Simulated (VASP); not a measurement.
A run of VASP 6.6.1 is set up as follows.

Contents of INCAR:

```
PREC = Normal
ENCUT = 520
EDIFF = 1E-4
ISMEAR = 0
SIGMA = 0.15
LREAL = False
LASPH = True
NELM = 60
ALGO = Fast
ISIF = 3
LWAVE = False
LCHARG = False
GGA = PE
IBRION = 2
NSW = 24
EDIFFG = -0.08
```

The input KPOINTS:

```
regular mesh
0
Gamma
  3 3 4
```

Contents of POSCAR:

```
Sn3TeS2
1.0
    6.6906735500      0.0000000000      0.0000000000
   -3.3453367800      5.7942932700      0.0000000000
    0.0000000000      0.0000000000      4.1866583700
Sn Te S
3 1 2
Direct
    0.5000000000      0.0000000000      0.5000000000
    0.5000000000      0.5000000000      0.5000000000
    0.0000000000      0.5000000000      0.5000000000
    0.0000000000      0.0000000000      0.0000000000
    0.3333333300      0.6666666700      0.0000000000
    0.6666666700      0.3333333300      0.0000000000
```

Potentials or basis: VASP PAW PBE potentials, release 64 (Sn_d, Te, S).

Launch:

```bash
$ cat potpaw_PBE.64/Sn_d/POTCAR potpaw_PBE.64/Te/POTCAR potpaw_PBE.64/S/POTCAR > POTCAR
$ mpirun -np 1 vasp_std > vasp.out
```

(1) Predict the relaxed cell.

(2) Predict the band gap on the k mesh.

(3) What does it give for the relaxed volume?

(4) What does it give for the space group after relaxing (to 0.05 Å)?

## Answers

(1) a = 7.252 Å, b = 7.252 Å, c = 3.887 Å, α = 90.00°, β = 90.00°, γ = 120.00°.

(2) none (metal or under the smearing width).

(3) 29.51 Å³/atom.

(4) P6/mmm (No. 191).

Caveat: the k mesh is coarse (spacing up to 0.38 Å⁻¹), so the values aren't converged.
